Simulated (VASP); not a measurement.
These are r2SCAN+rVV10, VASP's PBE PAW potentials (set 64) (plane waves; VASP) values and carry that method's errors.

Input for VASP

### INCAR
```
SYSTEM = Ni
PREC = Accurate
ENCUT = 520
EDIFF = 1E-7
NELM = 100
ALGO = Normal
LREAL = .FALSE.
LASPH = .TRUE.
ISMEAR = 1
SIGMA = 0.1
METAGGA = R2SCAN
LUSE_VDW = .TRUE.
BPARAM = 11.95
CPARAM = 0.0093
LMIXTAU = .TRUE.
LMAXMIX = 4
ISPIN = 2
MAGMOM = 0.8
LORBIT = 10
LWAVE = .FALSE.
LCHARG = .FALSE.
ISIF = 2
```

File POSCAR:
```
Ni
2.4790160
  0.0000000000   0.7071068664   0.7071068664
  0.7071068664   0.0000000000   0.7071068664
  0.7071068664   0.7071068664   0.0000000000
Ni
1
direct
  0.0000000000   0.0000000000   0.0000000000
```

### KPOINTS
```
kpoints
0
gamma
18 18 18
0 0 0
```

POTCAR, in this order: Ni (PBE.64 set). Program: vasp_std.

Output

**OSZICAR**
```
       N       E                     dE             d eps       ncg     rms          rms(c)
DAV:   1     0.165408026342E+02    0.16541E+02   -0.49748E+03  7124   0.147E+03
DAV:   2    -0.136070768411E+02   -0.30148E+02   -0.28985E+02  7083   0.172E+02
DAV:   3    -0.140964385677E+02   -0.48936E+00   -0.48818E+00  8081   0.295E+01
DAV:   4    -0.141016673744E+02   -0.52288E-02   -0.52280E-02  8305   0.268E+00
DAV:   5    -0.141017958523E+02   -0.12848E-03   -0.12848E-03  8230   0.358E-01    0.109E+01
DAV:   6    -0.123351319935E+02    0.17667E+01   -0.30425E+01  7434   0.930E+01    0.908E+00
DAV:   7    -0.117063357764E+02    0.62880E+00   -0.80569E+00  7471   0.397E+01    0.228E+00
DAV:   8    -0.117035319536E+02    0.28038E-02   -0.42926E-02  7103   0.265E+00    0.168E+00
DAV:   9    -0.116957071357E+02    0.78248E-02   -0.54236E-02  7647   0.348E+00    0.560E-01
DAV:  10    -0.116968019292E+02   -0.10948E-02   -0.39106E-02  8413   0.272E+00    0.276E-01
DAV:  11    -0.116966539414E+02    0.14799E-03   -0.17729E-02  7430   0.202E+00    0.203E-01
DAV:  12    -0.116965067150E+02    0.14723E-03   -0.33918E-03  7704   0.892E-01    0.283E-02
DAV:  13    -0.116965157142E+02   -0.89992E-05   -0.26023E-05  7708   0.735E-02    0.125E-02
DAV:  14    -0.116965186127E+02   -0.28986E-05   -0.46517E-06  8337   0.218E-02    0.518E-03
DAV:  15    -0.116965193543E+02   -0.74159E-06   -0.17809E-06  7890   0.189E-02    0.120E-03
DAV:  16    -0.116965194163E+02   -0.61991E-07   -0.10588E-07  3819   0.409E-03
   1 F= -.11696519E+02 E0= -.11696633E+02  d E =0.339300E-03  mag=     0.7548
```

**OUTCAR**
```
------------------------ aborting loop because EDIFF is reached ----------------------------------------
  FORCE on cell =-STRESS in cart. coord.  units (eV):
  Direction    XX          YY          ZZ          XY          YZ          ZX
  --------------------------------------------------------------------------------------
  Total       -0.4218473     -0.4218473     -0.4218473      0.0000000      0.0000000     -0.0000000
  in kB      -62.7397382    -62.7397382    -62.7397382      0.0000000      0.0000000     -0.0000000
  external PRESSURE =     -62.7397382 kB  Pullay stress =       0.0000000 kB
  volume of cell :       10.77
      direct lattice vectors                 reciprocal lattice vectors
     0.000000000  1.752929235  1.752929235    -0.285236842  0.285236842  0.285236842
     1.752929235  0.000000000  1.752929235     0.285236842 -0.285236842  0.285236842
     1.752929235  1.752929235  0.000000000     0.285236842  0.285236842 -0.285236842
 POSITION                                       TOTAL-FORCE (eV/Angst)
 -----------------------------------------------------------------------------------
      0.00000      0.00000      0.00000        -0.000000     -0.000000     -0.000000
 -----------------------------------------------------------------------------------
    total drift:                                0.000000     -0.000000     -0.000000
  FREE ENERGIE OF THE ION-ELECTRON SYSTEM (eV)
  ---------------------------------------------------
  free  energy   TOTEN  =       -11.6965194163 eV

  energy  without entropy=      -11.6968587159  energy(sigma->0) =      -11.69663252

 total charge

# of ion       s       p       d       tot
------------------------------------------
    1        0.520   0.531   8.310   9.361

 magnetization (x)

# of ion       s       p       d       tot
------------------------------------------
    1       -0.010  -0.044   0.831   0.777
```
(Selected blocks of OUTCAR.)

OUTCAR:
```
 val. band max:        9.4591103712   @ k =   0.3889   0.0556   0.0000

 cond. band min:       9.4615903544   @ k =   0.4444   0.2222   0.0556


 Fermi energy:         9.4599405290

 spin component 1

 k-point     1 :       0.0000    0.0000    0.0000
  band No.  band energies     occupation
      1      -0.0491      1.00000
      2       6.4425      1.00000
      3       6.4426      1.00000
      4       6.4426      1.00000
      5       7.7610      1.00000
      6       7.7610      1.00000
      7      34.0690      0.00000
      8      38.2837      0.00000
      9      38.2838      0.00000

 k-point     2 :       0.0556    0.0000    0.0000
  band No.  band energies     occupation
      1       0.0771      1.00000
      2       6.4116      1.00000
      3       6.4701      1.00000
      4       6.4702      1.00000
      5       7.7492      1.00000
      6       7.7492      1.00000
      7      33.6439      0.00000
      8      36.5874      0.00000
      9      37.9219      0.00000

 k-point     3 :       0.1111    0.0000    0.0000
  band No.  band energies     occupation
      1       0.4498      1.00000
      2       6.3281      1.00000
      3       6.5437      1.00000
      4       6.5438      1.00000
      5       7.7227      1.00000
      6       7.7227      1.00000
      7      31.6789      0.00000
      8      35.3427      0.00000
      9      37.2527      0.00000

 k-point     4 :       0.1667    0.0000    0.0000
  band No.  band energies     occupation
      1       1.0494      1.00000
      2       6.2219      1.00000
      3       6.6338      1.00000
      4       6.6339      1.00000
      5       7.7090      1.00000
      6       7.7091      1.00000
      7      28.7771      0.00000
      8      34.8822      0.00000
      9      36.6159      0.00000

 k-point     5 :       0.2222    0.0000    0.0000
  band No.  band energies     occupation
      1       1.8309      1.00000
...
```

The compound is Ni in the fcc structure. This cell is one point of a volume scan, at 1.03 of the reference volume.
